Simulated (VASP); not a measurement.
Input:

```
PtGe2
1.0
    4.57742     0.00000     0.00000
   -2.28871     3.96416     0.00000
    0.00000     0.00000     2.74203
Pt Ge
1 2
Direct
  0.00000   0.00000   0.00000
  0.33333   0.66667   0.50000
  0.66667   0.33333   0.50000
```

Level of theory: PBEsol GGA, VASP's PBE PAW potentials (set 64) (plane waves; VASP). Settings: 400 eV cut-off, 9×9×12 Γ-centred mesh, tetrahedra with Blöchl corrections, potentials Pt Ge_d.

The cores are frozen, which limits the accuracy of field gradients.

Task: Give the principal components of the electric field gradient (V/Å²) and the asymmetry η at each nucleus.

Result: 
```json
[
 {"atom": "Pt1", "Vxx": "102.3", "Vyy": "102.3", "Vzz": "-204.6", "η": "0.00"},
 {"atom": "Ge2", "Vxx": "-3.6", "Vyy": "-3.6", "Vzz": "7.2", "η": "0.00"},
 {"atom": "Ge3", "Vxx": "-3.6", "Vyy": "-3.6", "Vzz": "7.2", "η": "0.00"}
]
```

The structure was generated: Ge2Pt was put into the AlB2 type (P6/mmm), which need not be its known phase. It was relaxed first, which changed the volume by -41 %.
